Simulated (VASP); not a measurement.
A VASP calculation is set up with these files.

POSCAR:
```
BN
1
    2.4790881774     0.0000000000     0.0000000000
   -1.2395440887     2.1469532634     0.0000000000
    0.0000000000     0.0000000000     4.0002113988
B N
2 2
Direct
  0.0000000000   0.0000000000   0.0000000000
  0.0000000000   0.0000000000   0.5000000000
  0.3333330000   0.6666670000   0.2500000000
  0.6666670000   0.3333330000   0.7500000000
```

File KPOINTS:
```
Automatic mesh
0
Gamma
9 9 5
0 0 0
```

INCAR:
```
# general
SYSTEM = BN
PREC   = Accurate
ENCUT  = 520
LREAL  = .FALSE.
LASPH  = .TRUE.

# electronic loop
EDIFF  = 1E-6
NELM   = 100
ALGO   = Normal

# smearing
ISMEAR = 0
SIGMA  = 0.05

# functional
GGA    = PS

# ions
IBRION = 2
NSW    = 60
ISIF   = 3
EDIFFG = -0.02

# output
LWAVE  = .FALSE.
LCHARG = .FALSE.
```

POTCAR, in this order: B N (PBE.64 set). Program: vasp_std.

Question: Translate this PBEsol calculation to Ansatz.

Answer: One equivalent input (not run):
Ansatz 0.2 input:
```yaml
crystal:
  lattice:
    - [2.4790882, 0.0000000, 0.0000000]
    - [-1.2395441, 2.1469533, 0.0000000]
    - [0.0000000, 0.0000000, 4.0002114]
  atoms:
    - { symbol: B, position: [0.0000000, 0.0000000, 0.0000000] }
    - { symbol: B, position: [0.0000000, 0.0000000, 0.5000000] }
    - { symbol: N, position: [0.3333330, 0.6666670, 0.2500000] }
    - { symbol: N, position: [0.6666670, 0.3333330, 0.7500000] }
kpoints:
  mp_grid: { grid: [9, 9, 5] }
hamiltonian:
  xc: pbesol
  pseudopotentials: { kind: paw }
scf:
  occupations: { method: gaussian, width: 0.05 }
  max_iter: 100
relax:
  max_steps: 60
  f_tol: 0.02
  cell: {}
output: { forces: true, stress: true, eigenvalues: true }
```
The two are equivalent in intent, not identical: each code has its own PAW files, so the cut-off isn't converted (ENCUT is set for VASP's; basis.ecutwfc is left out, and Ansatz then takes the one that its files recommend); Ansatz stops its SCF on the density residual and VASP on the energy change (EDIFF).

The structure was generated: BN was put into the NiAs type type (P6_3/mmc), which need not be its known phase. This run relaxes it. Symmetry was kept, so distortions that lower it aren't found. The start is the result of an earlier pass.
